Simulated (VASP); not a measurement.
All values below come from r2SCAN meta-GGA, VASP's PBE PAW potentials (set 64) (plane waves; VASP).

A VASP calculation is set up with these files.

POSCAR:
```
Se
1
    2.8140348782    -0.0000000000     0.0000000000
   -0.0000000000     2.8140348782    -0.0000000000
   -0.0000000000    -0.0000000000     2.8140348782
Se
1
Direct
  0.0000000000   0.0000000000   0.0000000000
```

**KPOINTS_OPT**
```
k-points along high-symmetry lines
10
Line-mode
Reciprocal
  0.000000   0.000000   0.000000 ! GAMMA
  0.000000   0.500000   0.000000 ! X

  0.000000   0.500000   0.000000 ! X
  0.500000   0.500000   0.000000 ! M

  0.500000   0.500000   0.000000 ! M
  0.000000   0.000000   0.000000 ! GAMMA

  0.000000   0.000000   0.000000 ! GAMMA
  0.500000   0.500000   0.500000 ! R

  0.500000   0.500000   0.500000 ! R
  0.000000   0.500000   0.000000 ! X

  0.500000   0.500000   0.500000 ! R
  0.500000   0.500000   0.000000 ! M
```

KPOINTS:
```
Automatic mesh
0
Gamma
14 14 14
0 0 0
```

### INCAR
```
SYSTEM = Se
PREC = Accurate
ENCUT = 400
EDIFF = 1E-7
NELM = 100
ALGO = Normal
LREAL = .FALSE.
LASPH = .TRUE.
ISMEAR = -5
METAGGA = R2SCAN
LMIXTAU = .TRUE.
LMAXMIX = 4
LWAVE = .FALSE.
LCHARG = .FALSE.
LORBIT = 11
NEDOS = 601
ISIF = 2
```

POTCAR, in this order: Se (PBE.64 set). Program: vasp_std.

What does the run give for the energy per atom (σ→0), band gap (over mesh and band path)?

The energy per atom (σ→0) comes out as -14.053 eV/atom and the band gap (over mesh and band path) is none (metal, semimetal or under 0.01 eV).

### OSZICAR
```
...
DAV:  14    -0.140531573868E+02   -0.69260E-05   -0.80926E-07  1925   0.982E-03    0.104E-02
DAV:  15    -0.140531697684E+02   -0.12382E-04   -0.31238E-06  1736   0.217E-02    0.237E-03
DAV:  16    -0.140531698687E+02   -0.10026E-06   -0.53282E-08  1813   0.285E-03    0.136E-03
DAV:  17    -0.140531696815E+02    0.18719E-06   -0.59445E-08  1554   0.318E-03    0.841E-04
DAV:  18    -0.140531699177E+02   -0.23626E-06   -0.10132E-08   959   0.137E-03    0.848E-05
DAV:  19    -0.140531698907E+02    0.27024E-07   -0.38862E-10   882   0.226E-04
   1 F= -.14053170E+02 E0= -.14053170E+02  d E =0.000000E+00
       N       E                     dE             ncg
```

The structure comes from a computed database's Se entry (Pm-3m); how it stands against other phases isn't given here. It was relaxed first.
